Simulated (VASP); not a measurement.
Consider the following.

```
MgSe
1.0
    0.00000     2.75183     2.75183
    2.75183     0.00000     2.75183
    2.75183     2.75183     0.00000
Mg Se
1 1
Direct
  0.00000   0.00000   0.00000
  0.50000   0.50000   0.50000
```

Calculation: PBE GGA, VASP's PBE PAW potentials (set 64) (plane waves; VASP). Settings: 480 eV cut-off, 8×8×8 Γ-centred mesh, Gaussian smearing of 0.050 eV, potentials Mg Se.

Each relaxation starts from this cell; other phases were not tried.

### Question
The cell is relaxed at 5 GPa. What happens?

### Answer
The volume per atom goes from 20.84 to 19.42 Å³ (-6.8 %), and the cell becomes a = b = c = 5.376 Å, α = β = γ = 90.00°, space group Fm-3m. The gap on the mesh goes from 1.75 to 1.87 eV.

### Question
The cell is relaxed at 20 GPa. What happens?

### Answer
The volume per atom goes from 20.84 to 16.88 Å³ (-19.0 %), and the cell becomes a = b = c = 5.130 Å, α = β = γ = 90.00°, space group Fm-3m. The gap on the mesh goes from 1.75 to 2.10 eV.

Failed runs are left out, and for metals the shear rows, which the mesh's noise covers.

The compound is MgSe in the rock salt structure.
